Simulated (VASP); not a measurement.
# CaZr2N2 (I4/mmm) in VASP: single point with PBEsol

Aim: the single point of CaZr2N2 with PBEsol.

All numbers are computed with VASP 6.6.1; they aren't measurements. Logs are shortened: lines on timing, memory, paths and dates and some standing lists are left out, and cuts for length are marked.

## 1. The structure

The structure is tetragonal, space group I4/mmm (No. 139). Conventional cell: a = 3.259 Å, b = 3.259 Å, c = 14.911 Å, α = 90.00°, β = 90.00°, γ = 90.00°. Ca (site symmetry 4/mmm) is surrounded by 2 N at 2.58 Å. Zr (site symmetry 4mm) is surrounded by 5 N at 2.24 to 2.31 Å. N (site symmetry 4mm) has 5 Zr at 2.24 to 2.31 Å as nearest neighbours.

The cell was built by a generator and needn't be a form met in nature.

## 2. Single point, PBEsol

Contents of INCAR:

```
SYSTEM = CaZr2N2
PREC = Accurate
ENCUT = 520
EDIFF = 1E-6
ISMEAR = 0
SIGMA = 0.1
LREAL = .FALSE.
LASPH = .TRUE.
NELM = 60
ALGO = Fast
ISIF = 2
LWAVE = .FALSE.
LCHARG = .TRUE.
GGA = PS
LVHAR = .TRUE.
KPAR = 4
```

Contents of KPOINTS:

```
Automatic mesh
0
G
  12 12 12
  0 0 0
```

Contents of POSCAR:

```
CaZr2N2
1.0
   -1.6296700000      1.6296700000      7.4556500000
    1.6296700000     -1.6296700000      7.4556500000
    1.6296700000      1.6296700000     -7.4556500000
Ca Zr N
1 2 2
Direct
    0.0000000000      0.0000000000      0.0000000000
    0.6771090000      0.6771090000      0.0000000000
    0.3228910000      0.3228910000      0.0000000000
    0.1728590000      0.1728590000      0.0000000000
    0.8271410000      0.8271410000      0.0000000000
```

Potentials or basis: VASP PAW PBE potentials, release 64 (Ca_sv, Zr_sv, N).

The run is started by

```sh
> cat potpaw_PBE.64/Ca_sv/POTCAR potpaw_PBE.64/Zr_sv/POTCAR potpaw_PBE.64/N/POTCAR > POTCAR
> mpirun -np 4 vasp_std > vasp.out
```

OUTCAR:

```text
SYSTEM = CaZr2N2
   PREC = Accurate
   ENCUT = 520
   EDIFF = 1E-6
   ISMEAR = 0
   LREAL = .FALSE.
   LASPH = .TRUE.
   NELM = 60
   ISIF = 2
   GGA = PS

 ion  position               nearest neighbor table
   1  0.000  0.000  0.000-   2 3.51   2 3.51   2 3.51   3 3.51   2 3.51   3 3.51   3 3.51   3 3.51

   2  0.677  0.677  0.000-   5 2.24   4 2.31   4 2.31   4 2.31   4 2.31   3 3.17   3 3.17   3 3.17
                             3 3.17   1 3.51   1 3.51   1 3.51   1 3.51
   3  0.323  0.323  0.000-   4 2.24   5 2.31   5 2.31   5 2.31   5 2.31   2 3.17   2 3.17   2 3.17
                             2 3.17   1 3.51   1 3.51   1 3.51   1 3.51
   4  0.173  0.173  0.000-   3 2.24   2 2.31   2 2.31   2 2.31   2 2.31
   5  0.827  0.827  0.000-   2 2.24   3 2.31   3 2.31   3 2.31   3 2.31

  LATTYP: Found a body centered tetragonal cell.
 ALAT       =     3.2593400000
 C/A-ratio  =     4.5749446207

  Lattice vectors:

 A1 = (  -1.6296700000,   1.6296700000,   7.4556500000)
 A2 = (   1.6296700000,  -1.6296700000,   7.4556500000)
 A3 = (   1.6296700000,   1.6296700000,  -7.4556500000)

Analysis of symmetry for initial positions (statically):
=====================================================================
 Subroutine PRICEL returns:
 Original cell was already a primitive cell.

 Routine SETGRP: Setting up the symmetry group for a
 body centered tetragonal supercell.

 Subroutine GETGRP returns: Found 16 space group operations
 (whereof 16 operations were pure point group operations)
 out of a pool of 16 trial point group operations.

The static configuration has the point symmetry D_4h.

Analysis of symmetry for dynamics (positions and initial velocities):
=====================================================================
 Subroutine PRICEL returns:
 Original cell was already a primitive cell.

 Routine SETGRP: Setting up the symmetry group for a
 body centered tetragonal supercell.

 Subroutine GETGRP returns: Found 16 space group operations
 (whereof 16 operations were pure point group operations)
 out of a pool of 16 trial point group operations.

The dynamic configuration has the point symmetry D_4h.

 Subroutine INISYM returns: Found 16 space group operations
 (whereof 16 operations are pure point group operations),
 and found     1 'primitive' translations

----------------------------------------------------------------------------------------

                                     Primitive cell

  volume of cell :      79.2036

  direct lattice vectors                    reciprocal lattice vectors
    -1.629670000  1.629670000  7.455650000     0.000000000  0.306810581  0.067063234
     1.629670000 -1.629670000  7.455650000     0.306810581  0.000000000  0.067063234
[... 101 lines left out ...]
   PSTRESS=    0.0 pullay stress
   NELECT =      44.0000    total number of electrons
   NUPDOWN=      -1.0000    fix difference up-down
   EMIN   =  10.00;   EMAX   =-10.00  energy-range for DOS
   EFERMI =   0.00;   METHOD = LEGACY
   ISMEAR =     0;   SIGMA  =   0.10  broadening in eV -4-tet -1-fermi 0-gaus
   EFERMI_NEDOS =   21; number of points for ismear=-14 and -15
   IALGO  =     68    algorithm
   IMIX   =      4    mixing-type and parameters
     AMIX     =   0.40;   BMIX     =  1.00
     AMIX_MAG =   1.60;   BMIX_MAG =  1.00
  volume/ion in A,a.u.               =      15.84       106.90
  Fermi-wavevector in a.u.,A,eV,Ry     =   1.345790  2.543175 24.642218  1.811152
  Thomas-Fermi vector in A             =   2.473675
   LORBIT       =      0    0 simple, 1 ext, 2 COOP (PROOUT), +10 PAW based schemes
   GGA     = PS    functional components
   LHFCALC =     F    Hartree Fock is set to
   AEXX    =    0.0000 exact exchange contribution
   IVDW    =     0    specifies the selected vdW correction
   LEPSILON=     F    determine dielectric tensor
   LRPA    =     F    only Hartree local field effects (RPA)
 non-spin polarized calculation
 RMM-DIIS sequential band-by-band and
 Gauss-broadening in eV      SIGMA  =   0.10
  energy-cutoff  :      520.00
  volume of cell :       79.20
 maximum number of plane-waves:      2159
 NGX is ok and might be reduce to    60
   NGX = 29   NGY = 29   NGZ = 29

 number of electron      43.9999999 magnetization

 Free energy of the ion-electron system (eV)
  ---------------------------------------------------
  ext. energy  EPLUGINS =         0.00000000
  ---------------------------------------------------
  free energy    TOTEN  =       -44.45915080 eV

  energy without entropy =      -44.44544586  energy(sigma->0) =      -44.45229833

 E-fermi :   8.0610     XC(G=0): -11.2503

 val. band max:        8.0508395154   @ k =  -0.3333   0.0833   0.0000
 cond. band min:       8.0622670752   @ k =  -0.4167   0.4167   0.2500
 fundamental gap:      0.0114275598
 Fermi energy:         8.0609932334

 k-point     1 :       0.0000    0.0000    0.0000
  band No.  band energies     occupation
      1     -41.1048      2.00000
      2     -40.9813      2.00000
      3     -32.3565      2.00000
      4     -19.4859      2.00000
      5     -19.0830      2.00000
      6     -19.0830      2.00000
[... 685 lines left out ...]
     25      10.0269      0.00000
     26      10.9973      0.00000

 [... further k-points ...]

------------------------ aborting loop because EDIFF is reached ----------------------------------------

  FORCE on cell =-STRESS in cart. coord.  units (eV):
  Direction    XX          YY          ZZ          XY          YZ          ZX
  --------------------------------------------------------------------------------------
  -------------------------------------------------------------------------------------
  Total       -2.3636151     -2.3636151     -2.1059222      0.0000000     -0.0000000      0.0000000
  in kB      -47.8126155    -47.8126155    -42.5998485      0.0000000     -0.0000000      0.0000000
  external PRESSURE =     -46.0750265 kB  Pullay stress =       0.0000000 kB

 VOLUME and BASIS-vectors are now :
 -----------------------------------------------------------------------------
  energy-cutoff  :      520.00
  volume of cell :       79.20
      direct lattice vectors                 reciprocal lattice vectors
    -1.629670000  1.629670000  7.455650000     0.000000000  0.306810581  0.067063234
     1.629670000 -1.629670000  7.455650000     0.306810581  0.000000000  0.067063234
     1.629670000  1.629670000 -7.455650000     0.306810581  0.306810581  0.000000000

 POSITION                                       TOTAL-FORCE (eV/Angst)
 -----------------------------------------------------------------------------------
      0.00000      0.00000      0.00000        -0.000000     -0.000000     -0.000000
      0.00000      0.00000     10.09658         0.000000      0.000000      0.205811
      0.00000      0.00000      4.81472         0.000000      0.000000     -0.205811
      0.00000      0.00000      2.57755         0.000000      0.000000      0.106532
      0.00000      0.00000     12.33375        -0.000000     -0.000000     -0.106532
 -----------------------------------------------------------------------------------
    total drift:                                0.000000     -0.000000      0.000000

  FREE ENERGIE OF THE ION-ELECTRON SYSTEM (eV)
  ---------------------------------------------------
  free  energy   TOTEN  =       -44.4591507984 eV

  energy  without entropy=      -44.4454458581  energy(sigma->0) =      -44.45229833
```

stdout:

```text
POSCAR found type information on POSCAR CaZrN
 POSCAR found :  3 types and       5 ions
 scaLAPACK will be used
 -----------------------------------------------------------------------------
|                                                                             |
|                                                                             |
|     You enforced a specific xc type in the INCAR file but a different       |
|     I HOPE YOU KNOW WHAT YOU ARE DOING!                                     |
|                                                                             |
 -----------------------------------------------------------------------------

 LDA part: xc-table for (Slater+PW92), standard interpolation
 POSCAR, INCAR and KPOINTS ok, starting setup
 FFT: planning ... GRIDC
 FFT: planning ... GRID_SOFT
 FFT: planning ... GRID
 WAVECAR not read
 entering main loop
WARNING in EDDRMM: call to ZHEGV failed, returncode =   8  4      5
WARNING in EDDRMM: call to ZHEGV failed, returncode =   6  3     12
WARNING in EDDRMM: call to ZHEGV failed, returncode =   6  3      5
WARNING in EDDRMM: call to ZHEGV failed, returncode =   6  3      6
WARNING in EDDRMM: call to ZHEGV failed, returncode =   8  4     24
WARNING in EDDRMM: call to ZHEGV failed, returncode =   6  3     19
WARNING in EDDRMM: call to ZHEGV failed, returncode =   6  3     13
WARNING in EDDRMM: call to ZHEGV failed, returncode =   6  3      6
```

Run time: 11 min. Hardware: 4 MPI ranks of Intel Xeon Platinum 8488C (Sapphire Rapids), shared host; peak memory 0.73 GiB.

What came out:

```yaml
Free_energy: -44.4592 eV
Pressure: -4.6 GPa
Largest_force: 0.206 eV/Å
Band_gap_on_the_k_mesh: none (metal or under the smearing width)
```

Forces in eV/Å, atoms in the order of the input:
```
Ca   0.000  0.000  0.000
Zr   0.000  0.000  0.206
Zr   0.000  0.000 -0.206
N    0.000  0.000  0.107
N    0.000  0.000 -0.107
```

Caveat: the PAW data sets were made with another functional, which shifts forces and pressure a little.
